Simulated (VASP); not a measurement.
Write the native input for VASP 6.6.1 that does the following.

* Task: relaxation of the atoms
* Functional: PBE
* Potentials or basis: VASP PAW PBE potentials, release 64 (Ga_d, C, N, O)
* Cutoff: 450 eV
* k mesh: 2 × 2 × 2
* Occupations: gaussian, width 0.01 eV
* Spin: collinear spin, ferromagnetic start
* Monkhorst-Pack mesh: yes

The structure of Ga24CN22O (a cell with a defect) lies in POSCAR:

```
Ga24CN22O
1.0
   -3.2177240000     -5.5732640000      5.2440550000
    6.4354500000      0.0000000000      5.2440550000
   -3.2177260000      5.5732640000      5.2440550000
Ga C N O
24 1 22 1
Direct
    0.8330620000      0.4997285000      0.6663955000
    0.6663953300      0.3330618300      0.9997288300
    0.9997286700      0.6663951700      0.3330621700
    0.6663953300      0.8330618300      0.4997288300
    0.9997286700      0.1663951700      0.8330621700
    0.1663953300      0.3330618300      0.4997288300
    0.4997286700      0.6663951700      0.8330621700
    0.8330620000      0.9997285000      0.1663955000
    0.3330620000      0.4997285000      0.1663955000
    0.3330620000      0.9997285000      0.6663955000
    0.1663953300      0.8330618300      0.9997288300
    0.5050026600      0.1582705300      0.3294696600
    0.6586575100      0.5108106400      0.3272360700
    0.5006485800      0.3340692500      0.6647504800
    0.8330620000      0.6663955000      0.9997285000
    0.4997286700      0.8330621700      0.1663951700
    0.8300872300      0.1642765700      0.4978290600
    0.9997286700      0.3330621700      0.1663951700
    0.3330620000      0.6663955000      0.4997285000
    0.6663953300      0.9997288300      0.8330618300
    0.1663953300      0.4997288300      0.8330618300
    0.1663953300      0.9997288300      0.3330618300
    0.9997286700      0.8330621700      0.6663951700
    0.3330620000      0.1663955000      0.9997285000
    0.6196992400      0.2901110800      0.4507704300
    0.4586046700      0.1252711700      0.7919381700
    0.7919380000      0.4586045000      0.1252715000
    0.4586046700      0.6252711700      0.2919381700
    0.7919380000      0.9586045000      0.6252715000
    0.9586046700      0.1252711700      0.2919381700
    0.2919380000      0.4586045000      0.6252715000
    0.6252713300      0.7919378300      0.9586048300
    0.1252713300      0.2919378300      0.9586048300
    0.1252713300      0.7919378300      0.4586048300
    0.9586046700      0.6252711700      0.7919381700
    0.2919380000      0.9586045000      0.1252715000
    0.7919380000      0.6252715000      0.4586045000
    0.6252713300      0.4586048300      0.7919378300
    0.9586046700      0.7919381700      0.1252711700
    0.6252713300      0.9586048300      0.2919378300
    0.1252713300      0.4586048300      0.2919378300
    0.4586046700      0.7919381700      0.6252711700
    0.7919380000      0.1252715000      0.9586045000
    0.2919380000      0.6252715000      0.9586045000
    0.2919380000      0.1252715000      0.4586045000
    0.1252713300      0.9586048300      0.7919378300
    0.4586046700      0.2919381700      0.1252711700
    0.9586046700      0.2919381700      0.6252711700
```

These files were run (other wordings do the same):

INCAR

```
PREC = Normal
ENCUT = 450
EDIFF = 1E-6
ISMEAR = 0
SIGMA = 0.01
LREAL = Auto
LASPH = True
NELM = 150
ALGO = Normal
ISIF = 2
LWAVE = False
LCHARG = False
ISPIN = 2
MAGMOM = 0 0 0 0 0 0 0 0 0 0 0 0.2 0.2 0.2 0 0 0.2 0 0 0 0 0 0 0 0.2 0 0 0 0 0 0 0 0 0 0 0 0 0 0 0 0 0 0 0 0 0 0 0
LORBIT = 11
GGA = PE
IBRION = 2
NSW = 70
EDIFFG = -0.025
AMIX = 0.2
BMIX = 1E-4
AMIX_MAG = 0.8
BMIX_MAG = 1E-4
ICORELEVEL = 1
NELECT = 433.0
ISYM = 0
LUSENCCL = False
```

KPOINTS

```
Automatic mesh
0
Monkhorst-Pack
  2 2 2
```

Potentials or basis: VASP PAW PBE potentials, release 64 (Ga_d, C, N, O).

The run is started by

```console
$ cat potpaw_PBE.64/Ga_d/POTCAR potpaw_PBE.64/C/POTCAR potpaw_PBE.64/N/POTCAR potpaw_PBE.64/O/POTCAR > POTCAR
$ mpirun -np 1 vasp_std > vasp.out
```

Results of the run:

```yaml
Energy_gained_by_relaxing: 13.3 meV/atom
Ionic_steps: 12
Largest_force_after_relaxing: 0.022 eV/Å
Net_moment: 0.50 μB per cell
Valence_electrons_inside_the_program's_atomic_spheres: Ga 11.77, 11.83, 11.82, 11.79, 11.85, 11.87, 11.84; C 2.45; N 3.73, 3.72; O 5.02
```

Caveat: the k mesh is coarse (spacing up to 0.38 Å⁻¹), so the values aren't converged.

Wall time 92 min on 1 × NVIDIA H100 80GB with 1 thread of AMD EPYC 7R13 Processor (Zen 3), with other jobs on the host, peak memory 1.8 GiB.
